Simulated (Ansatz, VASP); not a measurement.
# SnSe2 in two plane-wave programs, part 2 of 2

Wanted: the spread between two codes on one cell, functional and k mesh. Of the first pair: The structure shown is the start of the Ansatz relaxation below; VASP solves that cell, so the two are compared at the walk's first step.

VASP 6.6.1 and Ansatz 0.2.0.

So far. Step 3 (VASP: single point, PBE, start cell, pair 1): The run ends at a pressure of 0.12 GPa, with forces up to 0.044 eV/Å.

### 6. VASP: single point, PBE, relaxed atoms in a fixed cell, pair 2

Level of this step: PBE; plane waves and PAW (Sn_d, Se) (VASP).

The same cell, functional, mesh and smearing now go to VASP, with its own data sets.

Input file INCAR:

```
SYSTEM = SnSe2
PREC = Accurate
ENCUT = 400
EDIFF = 1E-06
NELM = 120
ISMEAR = 0
SIGMA = 0.1
LREAL = .FALSE.
ALGO = Normal
GGA = PE
NBANDS = 19
LORBIT = 11
LWAVE = .FALSE.
LCHARG = .FALSE.
ISIF = 2
LDIPOL = .TRUE.
IDIPOL = 3
DIPOL = 0.5 0.5 0.328
LVHAR = .TRUE.
LASPH = .TRUE.
GGA_COMPAT = .FALSE.
NELMDL = -8
KPAR = 2
```

Input file POSCAR:

```
SnSe2
1.0
    3.7562529421      0.0000000000      0.0000000000
   -1.8781264710      3.2858691626      0.0000000000
    0.0000000000      0.0000000000     30.4600000000
Sn Se
1 2
Direct
    0.3337151815      0.6674303631      0.3282994091
    0.6664757425      0.3329514851      0.3850233709
    0.6664757425      0.3329514851      0.2715754474
```

Input file KPOINTS:

```
Automatic mesh
0
Gamma
12 12 1
0 0 0
```

The projector-augmented-wave data sets are Sn_d and Se (PBE family, release 64).

Started as:

```
> mpirun -np 2 vasp_std
```

Numbers of over 12 decimals in the logs are rounded to 6 here.

What it wrote:

```text
[... set-up lines as in an earlier step ...]
 entering main loop
       N       E                     dE             d eps       ncg     rms          rms(c)
DAV:   1     0.163793252687E+03    0.16379E+03   -0.93868E+03  1978   0.840E+02
DAV:   2     0.756104610938E+01   -0.15623E+03   -0.15261E+03  2207   0.208E+02
DAV:   3    -0.109222382623E+02   -0.18483E+02   -0.18312E+02  2043   0.825E+01
DAV:   4    -0.114316150408E+02   -0.50938E+00   -0.50853E+00  2175   0.170E+01
[...]
DAV:  21    -0.110739684967E+02   -0.10416E-05   -0.12051E-08  1563   0.782E-04    0.438E-04
DAV:  22    -0.110739699052E+02   -0.14085E-05   -0.17356E-08  1522   0.632E-04    0.189E-04
DAV:  23    -0.110739707432E+02   -0.83799E-06   -0.12867E-08  1523   0.437E-04
   1 F= -.11073971E+02 E0= -.11072148E+02  d E =-.364645E-02
```

OUTCAR, selected parts (step 6):

```text
  Total        0.5534842      0.1700439      0.0239807      0.0000000      0.0000000      0.0000000
  in kB        2.3587440      0.7246638      0.1021969      0.0000000      0.0000000      0.0000000
  external PRESSURE =       1.0618682 kB  Pullay stress =       0.0000000 kB

 POSITION                                       TOTAL-FORCE (eV/Angst)
 -----------------------------------------------------------------------------------
     -0.00000      2.19309     10.00000         0.000000      0.000195     -0.000000
      1.87813      1.09404     11.72781        -0.000000     -0.000098      0.015307
      1.87813      1.09404      8.27219        -0.000000     -0.000098     -0.015307
 -----------------------------------------------------------------------------------
    total drift:                                0.000000     -0.000459     -0.000000

  FREE ENERGIE OF THE ION-ELECTRON SYSTEM (eV)
  ---------------------------------------------------
  free  energy   TOTEN  =       -11.0739707432 eV

  energy  without entropy=      -11.0703242966  energy(sigma->0) =      -11.07214752

[... 2 parts as in an earlier step ...]

[... 1 further part left out ...]
[key lines of the parts left out:]
E-fermi :  -3.4933
```

The run ends at a pressure of 0.11 GPa, with forces up to 0.015 eV/Å.

### 7. Differences

What differs besides the data sets and the points named for the pairs above, as far as they apply: the data sets hold 46 valence electrons in Ansatz (on its PAW soft_1 files) and 26 in VASP. Total energies have different zeros and are not compared.

The largest component of a force difference here is 15 meV/Å. Where the cell holds vacuum, a pressure given here is an average over it and none of the material.

### 8. Ansatz: relaxation, PBE

The two programs are compared at the cell with which this relaxation starts, whose forces are those of its first step.

The structure compared here is the start of the Ansatz relaxation; VASP solves that cell, so the two are compared at the walk's first step.

Input file input.yaml:

```yaml
crystal:
  lattice:
    - [3.794194891, 0.0, 0.0]
    - [-1.8970974455, 3.2530104709, 0.0]
    - [0.0, 0.0, 30.46]
  atoms:
    - { symbol: Sn, position: [0.3333333333, 0.6666666667, 0.3282994091] }
    - { symbol: Se, position: [0.6666666667, 0.3333333333, 0.3849452767] }
    - { symbol: Se, position: [0.6666666667, 0.3333333333, 0.2716535414] }
  periodic: [true, true, false]
kpoints:
  mp_grid: { grid: [12, 12, 1] }
hamiltonian:
  xc: pbe
  pseudopotentials: { kind: paw, azcp: { folder: soft_1 } }
scf:
  occupations: { method: gaussian, width: 0.1 }
output:
  forces: true
  stress: true
  eigenvalues: true
relax:
  adjacent_minimum: "off"
  f_tol: 0.001
  max_steps: 60
```

Started as:

```
> ansatz run input.yaml --threads 4 --pin off --max-ram 16384MiB --backend cpu --events-out ev --progress --plain --runs-dir out
```

What it wrote:

```text
[...]
Crystal: 3 atoms, lattice volume = 375.954 Å³
Basis set: ecut = 420 eV, 7373 PW (Γ), exchange–correlation on 54×54×432 points (8 copies of the dense FFT grid, shifted against one another)
Bands: 28, of which v1, the nominal top of the filled ones, is band 23 counted from 1 (22 counted from 0)
Symmetry: 4 space group operations
[...]
--- Relaxed structure (5 steps of the walk, 4 accepted, 0 SCFs on fresh bases) ---
  F+E_penalty+E_count = -16962.69311673 eV   max|allowed force component| = 1.135e-4 eV/Å
  cell:  # Å, volume = 375.9542 Å³
    - [3.794194891, 0.0, 0.0]
    - [-1.8970974455, 3.2530104709, 0.0]
    - [0.0, 0.0, 30.46]
  atoms:
    - { symbol: Sn, position: [0.332941, 0.665882, 0.328299] }
    - { symbol: Se, position: [0.666863, 0.333726, 0.385023] }
    - { symbol: Se, position: [0.666863, 0.333726, 0.271576] }
[key lines of the parts left out:]
SCF converged after 2 iterations
Free energy (F): -16962.693117 eV
Fermi energy:    -5.595583 eV
P = ½ c Tr σ = 0.4643 N/m
```

### 9. VASP: single point, PBE, start cell, pair 3

The same cell, functional, mesh and smearing now go to VASP, with its own data sets.

INCAR is that of step 6.

Input file POSCAR:

```
SnSe2
1.0
    3.7941948910      0.0000000000      0.0000000000
   -1.8970974455      3.2530104709      0.0000000000
    0.0000000000      0.0000000000     30.4600000000
Sn Se
1 2
Direct
    0.3333333875      0.6666667751      0.3282994091
    0.6666666937      0.3333333876      0.3849452725
    0.6666666937      0.3333333876      0.2716535456
```

KPOINTS is that of step 6.

Started as:

```
> mpirun -np 2 vasp_std
```

What it wrote:

```text
[... set-up lines as in an earlier step ...]
 entering main loop
       N       E                     dE             d eps       ncg     rms          rms(c)
DAV:   1     0.162684526269E+03    0.16268E+03   -0.93850E+03  1978   0.838E+02
DAV:   2     0.731544060347E+01   -0.15537E+03   -0.15185E+03  2212   0.209E+02
DAV:   3    -0.109402841674E+02   -0.18256E+02   -0.18090E+02  2052   0.818E+01
DAV:   4    -0.114323958614E+02   -0.49211E+00   -0.49106E+00  2186   0.167E+01
[...]
DAV:  21    -0.110738108538E+02   -0.10081E-05   -0.11744E-08  1528   0.771E-04    0.436E-04
DAV:  22    -0.110738122186E+02   -0.13647E-05   -0.16687E-08  1498   0.622E-04    0.184E-04
DAV:  23    -0.110738130592E+02   -0.84065E-06   -0.12566E-08  1531   0.433E-04
   1 F= -.11073813E+02 E0= -.11072022E+02  d E =-.358286E-02
```

OUTCAR, selected parts (step 9):

```text
  Total        0.1794253      0.5724411      0.1194003      0.0000000      0.0000000      0.0000000
  in kB        0.7646440      2.4395315      0.5088397      0.0000000      0.0000000      0.0000000
  external PRESSURE =       1.2376717 kB  Pullay stress =       0.0000000 kB

 POSITION                                       TOTAL-FORCE (eV/Angst)
 -----------------------------------------------------------------------------------
     -0.00000      2.16867     10.00000        -0.000000     -0.017517      0.000000
      1.89710      1.08434     11.72543         0.000000      0.008758      0.042931
      1.89710      1.08434      8.27457         0.000000      0.008758     -0.042931
 -----------------------------------------------------------------------------------
    total drift:                                0.000001      0.000196      0.000007

  FREE ENERGIE OF THE ION-ELECTRON SYSTEM (eV)
  ---------------------------------------------------
  free  energy   TOTEN  =       -11.0738130592 eV

  energy  without entropy=      -11.0702301987  energy(sigma->0) =      -11.07202163

[... 1 part as in an earlier step ...]

[... 2 further parts left out ...]
[key lines of the parts left out:]
E-fermi :  -3.4947
```

The run ends at a pressure of 0.12 GPa, with forces up to 0.044 eV/Å.

### 10. Differences

What differs besides the data sets and the points named for the pairs above, as far as they apply: the data sets hold 46 valence electrons in Ansatz (on its PAW soft_1 files) and 26 in VASP. Total energies have different zeros and are not compared.

Forces (eV/Å; atoms numbered as in POSCAR):

```csv
atom,"Ansatz x, y, z","VASP x, y, z"
Sn1,"0.000, -0.017, 0.000","0.000, -0.018, 0.000"
Se2,"0.000, 0.009, 0.027","0.000, 0.009, 0.043"
Se3,"0.000, 0.009, -0.027","0.000, 0.009, -0.043"
```

The forces differ by 7.3 meV/Å r.m.s., which is 34.1 % of the r.m.s. force of 0.021 eV/Å (both taken over all components). Where the cell holds vacuum, a pressure given here is an average over it and none of the material.

### 11. Results

```
r.m.s. force difference (single point, PBE, start cell, pair 1)                    : 7.3 meV/Å
r.m.s. force difference (single point, PBE, relaxed atoms in a fixed cell, pair 2) : 7.3 meV/Å
r.m.s. force difference (single point, PBE, start cell, pair 3)                    : 7.3 meV/Å
```

In words: The r.m.s. force difference is 7.3 meV/Å (single point, PBE, start cell, pair 1), within the 12 meV/Å picked in this series as the mark of a large difference. The data sets hold unlike numbers of valence electrons (46 in Ansatz and 26 in VASP), so part of the differences may come from the potentials. 5 further pairs of this series are not shown here. Such differences can come from data sets, numerical settings and the points named under the comparisons, not from the functional's error against experiment.

[Lines on the potential files, build, host, timing and source positions are cut from VASP's logs without a mark.]

[Logs are printed without paths, hosts, clocks, repeated set-up lines and the standing remarks that a program may print on its own settings, such as how far it seeks lower states.]

[Hosts, paths, dates, database ids (printed as entryN), source tags and the programs' standing remarks are cut or masked in the printed files.]
